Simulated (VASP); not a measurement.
Given:

```
CELL_PARAMETERS angstrom
     -1.93097     1.93097     4.90288
      1.93097    -1.93097     4.90288
      1.93097     1.93097    -4.90288
ATOMIC_POSITIONS crystal
  Ti 0.75000 0.25000 0.50000
  Ti 0.00000 0.00000 0.00000
  O  0.54250 0.04250 0.50000
  O  0.79250 0.79250 0.00000
  O  0.20750 0.20750 0.00000
  O  0.95750 0.45750 0.50000
```

These are PBE GGA with D4 dispersion, VASP's PBE PAW potentials (set 64) (plane waves; VASP) values and carry that method's errors. Numerical set-up: 520 eV cut-off, 8×8×8 Γ-centred mesh, Gaussian smearing of 0.050 eV, potentials Ti_sv O.

Problem. The ions and cell shape at fixed volume are relaxed. Predict the relaxed structure.

Solution. 
```
CELL_PARAMETERS angstrom
     -1.91407     1.91407     4.98984
      1.91407    -1.91407     4.98984
      1.91407     1.91407    -4.98984
ATOMIC_POSITIONS crystal
  Ti 0.75000 0.25000 0.50000
  Ti 0.00000 0.00000 0.00000
  O  0.54666 0.04666 0.50000
  O  0.79666 0.79666 0.00000
  O  0.20334 0.20334 0.00000
  O  0.95334 0.45334 0.50000
```
Space group I4_1/amd (141), at a tolerance of 0.03 Å.

Problem. How much energy does the relaxation gain?

Solution. The energy (σ→0) changes by -3.6 meV/atom, in 5 ionic steps.

```
step  E(σ→0) (eV)  max force (eV/Å)  pressure (GPa)  volume (Å³)
----  -----------  ----------------  --------------  -----------
1        -54.8226             0.288          -10.95        73.12
2        -54.8332             0.100          -10.34        73.12
3        -54.8343             0.020          -10.06        73.12
4        -54.8396             0.013           -9.88        73.12
5        -54.8442             0.007           -9.46        73.12
```

The compound is TiO2 in the anatase structure, one of several forms; rutile is the usual stable one. This cell is one point of a volume scan, at 1.06 of the reference volume. Symmetry was kept, so distortions that lower it aren't found.
